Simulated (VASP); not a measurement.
An input for Quantum ESPRESSO's pw.x (written as the equivalent of a VASP run, and not itself run):

```
&CONTROL
  calculation = 'scf'
  pseudo_dir = './pseudo'
  outdir = './out'
  tprnfor = .true.
  tstress = .true.
/
&SYSTEM
  ibrav = 0
  nat = 4
  ntyp = 2
  ecutwfc = 84
  occupations = 'tetrahedra'
  input_dft = 'pbesol'
  nspin = 2
  starting_magnetization(1) = 0.21
  starting_magnetization(2) = -0.01
/
&ELECTRONS
  conv_thr = 7.3e-09
  electron_maxstep = 100
/
ATOMIC_SPECIES
  V 50.941 V.upf
  S 32.060 S.upf
CELL_PARAMETERS angstrom
     3.7430347    0.0000000    0.0000000
    -1.8715174    3.2415630    0.0000000
     0.0000000    0.0000000    6.1810409
ATOMIC_POSITIONS crystal
  V    0.3333330  0.6666670  0.9999292
  V    0.6666670  0.3333330  0.4999292
  S    0.3333330  0.6666670  0.3750708
  S    0.6666670  0.3333330  0.8750708
K_POINTS automatic
  11 11 6 0 0 0
```

Task: Translate this input to VASP (INCAR, KPOINTS, POSCAR, choice of POTCAR).

Result: This is not unique; one that fits is 
POSCAR:
```
VS
1
    3.7430347231     0.0000000000     0.0000000000
   -1.8715173616     3.2415629783     0.0000000000
    0.0000000000     0.0000000000     6.1810408955
V S
2 2
Direct
  0.3333330000   0.6666670000   0.9999291592
  0.6666670000   0.3333330000   0.4999291592
  0.3333330000   0.6666670000   0.3750708408
  0.6666670000   0.3333330000   0.8750708408
```

### KPOINTS
```
K-points
0
gamma
 11 11 6
0 0 0
```

INCAR:
```
LASPH = T
MAGMOM = 2*2.1 2*-0.1
ENCUT = 400   # plane-wave cut-off (eV)
PREC = Accurate
LCHARG = T
NEDOS = 601
NELM = 100   # most electronic steps
EDIFF = 1E-7
ISPIN = 2   # spin-polarised
LREAL = F
SYSTEM = VS
ALGO = Normal   # blocked Davidson
LMAXMIX = 4   # l cut-off of mixed one-centre charges
LORBIT = 11
GGA = PS   # PBEsol
LWAVE = F
LEFG = T
ISMEAR = -5   # tetrahedra, Bloechl
ISIF = 2   # forces and stress, cell fixed
```

POTCAR, in this order: V_sv S (PBE.64 set). Program: vasp_std.

What does not carry over: the potentials are each code's own (VASP's PAW set, PseudoDojo norm-conserving files in pw.x), so ENCUT and ecutwfc are chosen apart and not converted; conv_thr bounds pw.x's estimated SCF error, while EDIFF bounds the energy change between steps; starting_magnetization is a fraction of the valence charge and MAGMOM a moment in μB, so they match only roughly; the field gradients of LEFG aren't asked of the other code.

The structure was generated: VS was put into the wurtzite type (P6_3mc), which need not be its known phase. It was relaxed first, which changed the volume by -29 %.
